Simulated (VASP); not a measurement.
Consider the following.

```yaml
crystal:
  lattice:
    - [0.00000, 1.82013, 1.82013]
    - [1.82013, 0.00000, 1.82013]
    - [1.82013, 1.82013, 0.00000]
  atoms:
    - { symbol: B, position: [0.00000, 0.00000, 0.00000] }
    - { symbol: N, position: [0.25000, 0.25000, 0.25000] }
```

Computed with MS2 meta-GGA, VASP's PBE PAW potentials (set 64) (plane waves; VASP 6.6.1). Run with 520 eV cut-off, 12×12×12 Γ-centred mesh, Gaussian smearing of 0.050 eV, potentials B N.

Give the stress tensor in GPa (positive for a compressed cell).

```
-11.20    0.00    0.00
  0.00  -11.20    0.00
  0.00    0.00  -11.20
```
The pressure is its mean diagonal, -11.20 GPa.

The compound is BN in the zinc blende structure. This cell is one point of a volume scan, at 1.03 of the reference volume.
